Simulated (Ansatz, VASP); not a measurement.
# Cs12Li41Cl53: VASP beside Ansatz

One calculation is typed for both programs; each brings its own data sets and cutoff. How far apart do they land? The cell is taken from a series of runs on this material, whose earlier steps may have relaxed or scaled it; both programs get it as it stands.

Program: Ansatz 0.2.0. Level of theory: plane waves, with VASP 6.6.1 beside it; single point at PBE. Results are calculated unless marked as measured.

### Step 1. The structure

The cell holds 106 atoms: 12 Cs, 41 Li and 53 Cl. Cell: a = 14.984 Å, b = 14.984 Å, c = 14.984 Å, α = 90.0°, β = 90.0°, γ = 90.0°.

### Step 2. VASP: single point, PBE

A single point gives forces, pressure and levels at one fixed geometry, so differences don't come from the geometry; what else differs is listed under the comparison.

Lines of VASP's logs that name or quote its potential files are left out, and so is its time.

Input file INCAR:

```
SYSTEM = Cs12Li41Cl53
PREC = Accurate
ENCUT = 650
EDIFF = 1E-05
NELM = 100
ISMEAR = -1
SIGMA = 0.05
LREAL = Auto
ALGO = Fast
GGA = PE
NBANDS = 375
LORBIT = 11
LWAVE = .FALSE.
LCHARG = .FALSE.
ISIF = 2
```

Input file POSCAR:

```
Cs12Li41Cl53
1.0
   14.9841000000      0.0000000000      0.0000000000
    0.0000000000     14.9841000000      0.0000000000
    0.0000000000      0.0000000000     14.9841000000
Cs Li Cl
12 41 53
Direct
    0.6368600000      0.7499800000      0.7382100000
    0.5874000000      0.1778200000      0.1542800000
    0.1614300000      0.5360700000      0.6578300000
    0.6392300000      0.1039300000      0.7354900000
    0.3706400000      0.7846100000      0.4320800000
    0.0011300000      0.7122100000      0.9569200000
    0.0706100000      0.2268800000      0.2844500000
    0.7418400000      0.9630600000      0.0542800000
    0.3597600000      0.4464800000      0.9091600000
    0.4570600000      0.9444900000      0.2309900000
    0.8470700000      0.2640400000      0.8274000000
    0.2177200000      0.0443900000      0.6737700000
    0.7452400000      0.6622900000      0.0744600000
    0.2577300000      0.9894600000      0.0083500000
    0.7293200000      0.4368700000      0.2735600000
    0.7050900000      0.4954000000      0.5928600000
    0.9705000000      0.2174400000      0.6048700000
    0.3298400000      0.4769700000      0.4148400000
    0.8918200000      0.1566200000      0.2263800000
    0.2424200000      0.0559800000      0.3318300000
    0.4324300000      0.2841600000      0.6401200000
    0.1551700000      0.7681800000      0.2481600000
    0.9712900000      0.9282200000      0.3729700000
    0.8262700000      0.9359900000      0.2487700000
    0.3150200000      0.3047600000      0.2639600000
    0.2607700000      0.2686200000      0.5112400000
    0.4244600000      0.9501400000      0.8293600000
    0.6596600000      0.9206800000      0.4363200000
    0.8227100000      0.7910800000      0.5604300000
    0.9029100000      0.7164100000      0.2597200000
[... 70 atom lines left out ...]
    0.2585300000      0.8824700000      0.2985200000
    0.3940600000      0.0774400000      0.9362300000
    0.2247800000      0.3495200000      0.3875200000
    0.1281700000      0.8771600000      0.0165600000
    0.9233500000      0.3366200000      0.5221000000
    0.9692500000      0.0040800000      0.2159500000
```

Input file KPOINTS:

```
Automatic mesh
0
Gamma
1 1 1
0 0 0
```

Potentials, in the order of the species: Cs_sv, Li_sv and Cl (PBE family, release 64).

Started as:

```console
$ export OMP_NUM_THREADS=5
$ mpirun -np 1 vasp_gam
```

Numbers of over 12 decimals in the logs are rounded to 6 here.

What it wrote:

```text
[banner, memory and clock lines left out]
running    1 mpi-ranks, on    1 nodes
[...]
Offloading initialized ...    1 GPUs detected
[...]
LDA part: xc-table for (Slater+PW92), standard interpolation
 POSCAR, INCAR and KPOINTS ok, starting setup
[...]
entering main loop
       N       E                     dE             d eps       ncg     rms          rms(c)
DAV:   1     0.756823094150E+04    0.75682E+04   -0.30276E+05   766   0.179E+03
DAV:   2     0.876017510574E+03   -0.66922E+04   -0.64180E+04  1014   0.387E+02
DAV:   3    -0.271456283223E+03   -0.11475E+04   -0.11407E+04   917   0.152E+02
DAV:   4    -0.359485956035E+03   -0.88030E+02   -0.87636E+02  1068   0.471E+01
[...]
RMM:  34    -0.362635505913E+03   -0.11715E-04   -0.17648E-04  1087   0.229E-02    0.833E-02
RMM:  35    -0.362635515235E+03   -0.93221E-05   -0.13985E-04  1118   0.211E-02    0.843E-02
RMM:  36    -0.362635520887E+03   -0.56513E-05   -0.92117E-05  1001   0.194E-02
   1 F= -.36263552E+03 E0= -.36263552E+03  d E =-.375168E-10
```

From OUTCAR (step 2):

```text
  FREE ENERGIE OF THE ION-ELECTRON SYSTEM (eV)
  ---------------------------------------------------
  free  energy   TOTEN  =      -362.6355208866 eV

  energy  without entropy=     -362.6355208866  energy(sigma->0) =     -362.63552089
```

The run ends at a pressure of -0.54 GPa, with forces up to 1.3 eV/Å.

### Step 3. Ansatz: single point, PBE

Ansatz runs on its default PAW (the set named soft_2) files.

The same cell, functional, mesh and smearing now go to Ansatz, which takes its cutoff from its data sets.

Input file input.yaml:

```yaml
crystal:
  lattice:
    - [14.9841, 0.0, 0.0]
    - [0.0, 14.9841, 0.0]
    - [0.0, 0.0, 14.9841]
  atoms:
    - { symbol: Cs, position: [0.63686, 0.74998, 0.73821] }
    - { symbol: Cs, position: [0.5874, 0.17782, 0.15428] }
    - { symbol: Cs, position: [0.16143, 0.53607, 0.65783] }
    - { symbol: Cs, position: [0.63923, 0.10393, 0.73549] }
    - { symbol: Cs, position: [0.37064, 0.78461, 0.43208] }
    - { symbol: Cs, position: [0.00113, 0.71221, 0.95692] }
    - { symbol: Cs, position: [0.07061, 0.22688, 0.28445] }
    - { symbol: Cs, position: [0.74184, 0.96306, 0.05428] }
    - { symbol: Cs, position: [0.35976, 0.44648, 0.90916] }
    - { symbol: Cs, position: [0.45706, 0.94449, 0.23099] }
    - { symbol: Cs, position: [0.84707, 0.26404, 0.8274] }
    - { symbol: Cs, position: [0.21772, 0.04439, 0.67377] }
    - { symbol: Li, position: [0.74524, 0.66229, 0.07446] }
    - { symbol: Li, position: [0.25773, 0.98946, 0.00835] }
    - { symbol: Li, position: [0.72932, 0.43687, 0.27356] }
    - { symbol: Li, position: [0.70509, 0.4954, 0.59286] }
    - { symbol: Li, position: [0.9705, 0.21744, 0.60487] }
    - { symbol: Li, position: [0.32984, 0.47697, 0.41484] }
    - { symbol: Li, position: [0.89182, 0.15662, 0.22638] }
    - { symbol: Li, position: [0.24242, 0.05598, 0.33183] }
    - { symbol: Li, position: [0.43243, 0.28416, 0.64012] }
    - { symbol: Li, position: [0.15517, 0.76818, 0.24816] }
    - { symbol: Li, position: [0.97129, 0.92822, 0.37297] }
    - { symbol: Li, position: [0.82627, 0.93599, 0.24877] }
    - { symbol: Li, position: [0.31502, 0.30476, 0.26396] }
    - { symbol: Li, position: [0.26077, 0.26862, 0.51124] }
    - { symbol: Li, position: [0.42446, 0.95014, 0.82936] }
    - { symbol: Li, position: [0.65966, 0.92068, 0.43632] }
    - { symbol: Li, position: [0.82271, 0.79108, 0.56043] }
    - { symbol: Li, position: [0.90291, 0.71641, 0.25972] }
[... 70 atom lines left out ...]
    - { symbol: Cl, position: [0.25853, 0.88247, 0.29852] }
    - { symbol: Cl, position: [0.39406, 0.07744, 0.93623] }
    - { symbol: Cl, position: [0.22478, 0.34952, 0.38752] }
    - { symbol: Cl, position: [0.12817, 0.87716, 0.01656] }
    - { symbol: Cl, position: [0.92335, 0.33662, 0.5221] }
    - { symbol: Cl, position: [0.96925, 0.00408, 0.21595] }
kpoints:
  mp_grid: { grid: [1, 1, 1] }
hamiltonian:
  xc: pbe
scf:
  occupations: { method: fermi_dirac, width: 0.05 }
output:
  forces: true
  eigenvalues: true
  populations: true
  stress: true
```

Started as:

```console
$ ansatz run input.yaml --threads 8 --pin off --max-ram 15872MiB --backend cpu --events-out ev --progress --plain --runs-dir out
```

What it wrote:

```text
Engine: ansatz 0.2.0, aarch64-unknown-linux-gnu
Pseudopotentials: kind: paw
Pseudopotential: Cs, paw, valence charge 9, recommended cutoff 420 eV (normal), Cs.paw.azcp
Pseudopotential: Li, paw, valence charge 3, recommended cutoff 420 eV (normal), Li.paw.azcp
Pseudopotential: Cl, paw, valence charge 7, recommended cutoff 420 eV (normal), Cl.paw.azcp
Functional definition: PBE
  parameter kappa = 0.804
  parameter beta = 0.066725
  exchange = pbe_x(kappa = kappa, mu = beta*pi^2/3)
  correlation = pbe_c(beta = beta)
Crystal: 106 atoms, lattice volume = 3364.279 Å³
Basis set: ecut = 420 eV, 65699 PW (Γ), exchange–correlation on 216×216×216 points (8 copies of the dense FFT grid, shifted against one another)
Bands: 407, of which v1, the nominal top of the filled ones, is band 301 counted from 1 (300 counted from 0)
Symmetry: 1 space group operations
Space group: P1 (ITA 1), of the structure as read, at distance tolerance 1.5e-4 Å
k-points: 1
Non-local potential: Cs, projectors of the file, l = 0: 3, l = 1: 2, l = 2: 2, l = 3: 2
Non-local potential: Li, projectors of the file, l = 0: 3, l = 1: 2, l = 2: 1
Non-local potential: Cl, projectors of the file, l = 0: 2, l = 1: 2, l = 2: 2
PAW form: soft (Blöchl's): semilocal exchange-correlation on the pseudo side does not see the compensation charge
PAW one-centre angular grid: Cs, 194 points (default); XC on 64 Gauss nodes
PAW one-centre angular grid: Li, 110 points (default); XC on 64 Gauss nodes
PAW one-centre angular grid: Cl, 110 points (default); XC on 64 Gauss nodes
Initial density: superposition of atomic densities (neutral atoms: chi_scale 0, normalization atom), corrected by the library's trained network
Initial wavefunctions: pseudopotential atomic-orbital guess
Functional: x = pbe(κ = 0.804, μ = 0.219515), c = pbe(β = 0.066725)
SCF iter   1: F=—  HF=-133832.247813 eV  |F-HF|=—  |Δ(HF+E_count)|=         —  Δρ=8.60e-4  dr2=1.02e-1  ethr=1.77e-3  ⟨swp⟩=7.0  Hψ=1842  notcnv=0  defer=80
preconditioner: auto → Resta (q_TF=auto, 2.048 Å⁻¹)  ε∞=2.7  [insulator: Δε(μ)=3.296 eV  Ē_g=11.068 eV  σ=0.050 eV  W_gap=1.00  n_scr=460 (ndim 8)  ℏωp=14.3 eV  f_vac=0.199  D(μ)=0.00/eV (n_scr^D=0)  ε∞_Penn≈2.7]
SCF iter   2: F=—  HF=-133832.178820 eV  |F-HF|=—  |Δ(HF+E_count)|=   6.90e-2  Δρ=4.15e-4  dr2=2.55e-2  ethr=1.69e-5  ⟨swp⟩=2.0  Hψ=723  notcnv=0  defer=97
SCF iter   3: F=—  HF=-133832.175496 eV  |F-HF|=—  |Δ(HF+E_count)|=   3.32e-3  Δρ=1.62e-4  dr2=3.31e-3  ethr=4.24e-6  ⟨swp⟩=2.0  Hψ=503  notcnv=0  defer=97
SCF iter   4: F=—  HF=-133832.175493 eV  |F-HF|=—  |Δ(HF+E_count)|=   2.86e-6  Δρ=5.78e-5  dr2=2.27e-4  ethr=5.49e-7  ⟨swp⟩=2.0  Hψ=569  notcnv=0  defer=97
SCF iter   5: F=—  HF=-133832.175594 eV  |F-HF|=—  |Δ(HF+E_count)|=   1.01e-4  Δρ=1.73e-5  dr2=2.02e-5  ethr=3.77e-8  ⟨swp⟩=2.0  Hψ=567  notcnv=0  defer=97
SCF iter   6: F=—  HF=-133832.178268 eV  |F-HF|=—  |Δ(HF+E_count)|=   2.67e-3  Δρ=5.28e-6  dr2=1.70e-6  ethr=3.35e-9  ⟨swp⟩=2.0  Hψ=708  notcnv=0  defer=101
SCF iter   7: F=—  HF=-133832.178268 eV  |F-HF|=—  |Δ(HF+E_count)|=   6.43e-7  Δρ=1.56e-6  dr2=1.55e-7  ethr=2.83e-10  ⟨swp⟩=2.0  Hψ=549  notcnv=0  defer=101
SCF iter   8: F=-133832.178268 eV  HF=-133832.178268 eV  |F-HF|=4.07e-9  |Δ(HF+E_count)|=   4.49e-8  Δρ=5.15e-7  dr2=1.39e-8  ethr=1.66e-11  ⟨swp⟩=17.0  Hψ=2532  notcnv=0
SCF 1 converged in 8 iterations: F = -133832.178268 eV  dr2 = 1.39e-8
  greatest PAW one-centre occupation: 1.000 electrons in one spin orbital (limit 2), on the Li atom at site 16 (counted from 0), in its partial waves of l = 0
SCF converged after 8 iterations
Free energy (F): -133832.178268 eV
Harris-Foulkes:  -133832.178268 eV  (|F-HF|=4.07e-9)
Internal energy: -133832.178268 eV  (E = F + TS)
E sigma→0 (E₀):  -133832.178268 eV
Fermi energy:    1.794970 eV
--- Per-component energies (eV) ---
  E_band       = -6484.787015
  E_kinetic    = 11140.140003
  E_local      = -30540.711617  (includes V_loc(G=0)·N_el)
  E_nonlocal   = 505.867691
  E_hartree    = 10797.198401
  E_xc         = -8230.038499
  E_vxc        = -8575.816583  (∫ρ·V_xc dr)
  E_paw        = -96607.698155  (= ΣΔE_a)
  E_vpaw       = -608.666676  (= ΣTr[D̂ρ^β])
  E_aug_tail   = 0.005297  (compensation charges beyond the density's cutoff)
  E_ewald      = -20896.941390
  E_smearing   = -0.000000  (= −TS)
  E_closure    = -0.000000  (closes the sum)
  Σ components = -133832.178268   (vs F -133832.178268, Δ=0.00e0)
--- Forces (eV/Å), atoms counted from 1 ---
  atom   1  Cs     0.32461523    -0.58582262    -0.02341415
  atom   2  Cs    -0.44347881    -0.77863679    -0.27843787
  atom   3  Cs     0.53319757     0.21192455    -0.16476514
  atom   4  Cs    -0.66719035    -0.04701989    -0.20287464
  atom   5  Cs     0.42990037     0.34419405     0.56102641
  atom   6  Cs    -0.38182631     0.21930032     0.33686831
  atom   7  Cs    -0.55873825     0.33300569     0.15700432
[...]
atom  68  Cl     0.69736745    -0.42650563     0.03339022
  atom  69  Cl    -0.41041608    -0.43826888     0.09775502
  atom  70  Cl    -0.18733471    -0.31759126     0.01566555
  atom  71  Cl    -0.09802513     0.30648036    -0.59939521
  atom  72  Cl    -0.32881430    -0.00771415     0.12739905
  atom  73  Cl     0.54043625    -0.64141094    -0.02126768
  atom  74  Cl     0.57513488     0.50893920    -1.00395149
  atom  75  Cl    -0.02172895     1.24211100     0.02699121
  atom  76  Cl    -0.70233374     0.46268277     0.21985307
  atom  77  Cl     0.02567453     0.12015756     0.71954435
  atom  78  Cl     0.01680283     0.49571908    -0.10390289
  atom  79  Cl     0.13468022     0.17449799     0.06660899
  atom  80  Cl     0.30178621     0.84311494    -0.22164326
  atom  81  Cl    -0.15928386    -0.22386646    -0.36366531
  atom  82  Cl    -0.02272875     0.06783084     0.04393430
  atom  83  Cl     0.41947454     0.28143518    -0.13825542
  atom  84  Cl     0.08022390    -0.60742960     0.19464164
[...]
atom  99  Cl    -0.44191997     0.33272880    -0.28935991
  atom 100  Cl    -0.68734451    -0.26109344     0.19548579
  atom 101  Cl    -0.85485083     0.71547170    -0.59294582
  atom 102  Cl    -0.14558972    -0.68116303     0.08598488
  atom 103  Cl    -0.04820178    -0.09930518    -0.13663551
  atom 104  Cl    -0.05376692     0.35125967     0.22191568
  atom 105  Cl    -0.33449666     0.00435914     0.09481538
  atom 106  Cl    -0.06898432     0.06903467     0.25118296
  max |Σ_I F_I| component: 4.51e-5 eV/Å
--- Stress (GPa, compression-positive) ---
        0.107393      -0.236899       0.132747
       -0.236898      -1.109082      -0.164598
        0.132747      -0.164598      -0.534625
  P = ⅓ Tr σ = -0.5121 GPa (-5.121 kbar)
--- Band table (eV) ---
  k-point 0: bands = [... 297 lower, -0.2106, -0.1732, -0.1415, 0.0527, 3.5350, 4.1958, 4.3875, 4.5665, ... 102 higher]
--- Löwdin populations: 106 sites ---
  site symbol       q [e]
     0     Cs      8.1356
     1     Cs      8.1500
     2     Cs      8.1606
     3     Cs      8.1650
     4     Cs      8.1691
     5     Cs      8.1251
     6     Cs      8.1254
     7     Cs      8.1274
     8     Cs      8.1508
     9     Cs      8.1598
    10     Cs      8.1713
    11     Cs      8.1595
    12     Li      2.2744
    13     Li      2.2632
    14     Li      2.2833
    15     Li      2.2622
    16     Li      2.2720
    17     Li      2.2911
    18     Li      2.3013
    19     Li      2.2913
    20     Li      2.2903
    21     Li      2.2816
    22     Li      2.2893
    23     Li      2.3215
[...]
98     Cl      7.6617
    99     Cl      7.6793
   100     Cl      7.6963
   101     Cl      7.6847
   102     Cl      7.6642
   103     Cl      7.6894
   104     Cl      7.6722
   105     Cl      7.6490
  spilling = 0.005829 (of n_electrons = 602.000000)
```

In the SCF lines HF is the Harris–Foulkes energy and dr2 the Hartree energy of the density residual, in eV; the loop may stop once dr2 is under the threshold and the program's other checks hold. Hψ counts applications of the Hamiltonian.

The run ends at a pressure of -0.51 GPa, with forces up to 1.3 eV/Å.

### Step 4. Side by side

Known differences besides the PAW data sets themselves: the cutoff is 420 eV in Ansatz and 650 eV in VASP (PREC = Accurate, projectors in real space); VASP leaves aspherical gradient terms in its spheres out (LASPH is not set), Ansatz keeps them. Total energies have different zeros and are not compared.

Both answers:

```csv
quantity,Ansatz,VASP,difference
pressure (GPa),-0.51,-0.54,+0.03
gap on the k mesh (eV),3.482,3.481,+0.002
```

Forces on 10 of the 106 atoms, picked by the larger force of the two programs (eV/Å; atoms numbered as in POSCAR):

```csv
atom,"Ansatz x, y, z","VASP x, y, z"
Cs2,"-0.443, -0.779, -0.278","-0.451, -0.798, -0.284"
Cs8,"-0.307, -0.046, -0.963","-0.315, -0.045, -0.983"
Li19,"-0.576, -0.012, -0.731","-0.579, -0.016, -0.732"
Cl64,"0.889, -0.074, 0.246","0.890, -0.074, 0.244"
Cl74,"0.575, 0.509, -1.004","0.578, 0.511, -1.021"
Cl75,"-0.022, 1.242, 0.027","-0.020, 1.265, 0.040"
Cl90,"0.358, -0.585, -0.619","0.370, -0.601, -0.635"
Cl94,"0.364, -0.435, 0.812","0.378, -0.440, 0.837"
Cl96,"-1.079, 0.053, 0.254","-1.089, 0.057, 0.266"
Cl101,"-0.855, 0.715, -0.593","-0.872, 0.726, -0.605"
```

The forces differ by 6.4 meV/Å r.m.s., which is 1.8 % of the r.m.s. force of 0.36 eV/Å (both taken over all components).

### Step 5. Outcome

```yaml
r_m_s_force_difference_single_point_pbe: 1.8 % of the r.m.s. force
```

What this shows: The r.m.s. force difference is 1.8 % of the r.m.s. force (single point, PBE), within the 3 % picked in this series as the mark of a large difference. Differences of this kind measure data sets and numerical settings, not the functional's error against experiment.

[Lines on the potential files, build, host, timing and source positions are cut from VASP's logs without a mark.]

[Logs are printed without paths, hosts, clocks, repeated set-up lines and the standing remarks that a program may print on its own settings, such as how far it seeks lower states.]

[Hosts, paths, dates, database ids (printed as entryN), source tags and the programs' standing remarks are cut or masked in the printed files.]
